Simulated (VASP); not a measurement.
Crystal: Zn3H.

```
Zn H
1.0
     0.00000    2.99658    2.99658
     2.99658    0.00000    2.99658
     2.99658    2.99658    0.00000
Zn H
3 1
Direct
  0.50000 0.50000 0.50000
  0.25000 0.25000 0.25000
  0.75000 0.75000 0.75000
  0.00000 0.00000 0.00000
```

The cell was built by a generator and needn't be a form met in nature.

Base run:

* Program: VASP 6.6.1
* Functional: BLYP
* Potentials or basis: VASP PAW PBE potentials, release 64 (Zn, H)
* Cutoff: 520 eV
* k mesh: 6 × 6 × 6
* Occupations: fermi-dirac, width 0.05 eV
* Spin: no spin polarisation

Its results: pressure 5.6 GPa.

Q: The run is repeated on the same cell with these changes: functional from BLYP to PBE. What comes out?

A: Pressure 0.3 GPa.

PBE binds more tightly than BLYP, so the same cell stands under less pressure.

Caveats: the PAW data sets were made with another functional, which shifts forces and pressure a little (some runs).

Not every run made on this cell is shown here.
